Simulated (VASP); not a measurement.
```xyz
2
Lattice="0.0000 2.2389 2.2389 2.2389 0.0000 2.2389 2.2389 2.2389 0.0000" Properties=species:S:1:pos:R:3 pbc="T T T"
Nb     0.0000     0.0000     0.0000
N      2.2389     2.2389     2.2389
```

The base run (VASP): PBE GGA, plane waves, VASP's PBE PAW potentials (set 64). Settings: 520 eV cut-off, 13×13×13 Γ-centred mesh, first-order Methfessel-Paxton smearing of 0.10 eV, potentials Nb_sv N.

One setting is varied; ΔE counts from the base run. The base run took about 10 core-seconds. The timings are rough (shared machines, no repeats); factors under 2 mean little.

| setting | cost over the base run | electronic steps | ΔE (meV/atom) |
|---|---|---|---|
| base run | reference | 13 | 0.0 |
| ALGO = Conjugate | within a factor of 2 | 30 | 0.0 |
| ALGO = All | about 2 times | 30 | 0.0 |
| ALGO = Fast | about 3 times | 31 | 0.0 |
| ALGO = VeryFast | about 6 times | 76 | 0.1 |

Left out are runs that failed, have no time on record or changed the cell.

The compound is NbN in the rock salt structure, the cubic δ form, which competes with hexagonal ones. The cell was not relaxed at this level.
